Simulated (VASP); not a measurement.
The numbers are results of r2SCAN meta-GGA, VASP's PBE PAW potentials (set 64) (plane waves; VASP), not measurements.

Input for VASP

### KPOINTS_OPT
```
k-points along high-symmetry lines
6
Line-mode
Reciprocal
  0.000000   0.000000   0.000000 ! GAMMA
  0.500000  -0.000000   0.000000 ! M

  0.500000  -0.000000   0.000000 ! M
  0.333333   0.333333   0.000000 ! K

  0.333333   0.333333   0.000000 ! K
  0.000000   0.000000   0.000000 ! GAMMA

  0.000000   0.000000   0.000000 ! GAMMA
  0.000000   0.000000   0.500000 ! A

  0.000000   0.000000   0.500000 ! A
  0.500000  -0.000000   0.500000 ! L

  0.500000  -0.000000   0.500000 ! L
  0.333333   0.333333   0.500000 ! H

  0.333333   0.333333   0.500000 ! H
  0.000000   0.000000   0.500000 ! A

  0.500000  -0.000000   0.500000 ! L
  0.500000  -0.000000   0.000000 ! M

  0.333333   0.333333   0.500000 ! H
  0.333333   0.333333   0.000000 ! K
```

INCAR:
```
# general
SYSTEM =PtS2
PREC   =Accurate
ENCUT  =520
LREAL  =.FALSE.
LASPH  =.TRUE.

# electronic loop
EDIFF  =1E-7
NELM   =100
ALGO   =Normal
LMAXMIX=6
LMIXTAU=.TRUE.

# smearing
ISMEAR =-5

# functional
METAGGA=R2SCAN

# ions
ISIF   =2

# output
LWAVE  =.FALSE.
LCHARG =.FALSE.
LORBIT =11
NEDOS  =601

# other
LEFG   =.TRUE.
```

**POSCAR**
```
PtS2
1
    1.7734445990    -3.0716962205     0.0000000000
    1.7734445990     3.0716962205     0.0000000000
    0.0000000000     0.0000000000     5.5959334031
Pt S
1 2
Direct
  0.0000000000   0.0000000000   0.0000000000
  0.3333330000   0.6666670000   0.2205310222
  0.6666670000   0.3333330000   0.7794689778
```

### KPOINTS
```
Automatic
0
gamma
 8 8 5
0 0 0
```

POTCAR, in this order: Pt S (PBE.64 set). Program: vasp_std.

Problem. What will the output report for the number of irreducible k-points (NKPTS), largest plane-wave count, number of space-group operations, FFT grid (NGX, NGY, NGZ)?

Solution. 
```json
{
 "number of irreducible k-points (NKPTS)": "40",
 "largest_plane_wave_count": "1683",
 "number_of_space_group_operations": "12",
 "FFT grid (NGX, NGY, NGZ)": "28 × 28 × 42"
}
```

The compound is PtS2 in the 1T layered structure. It was relaxed first, which changed the volume by +11 %.
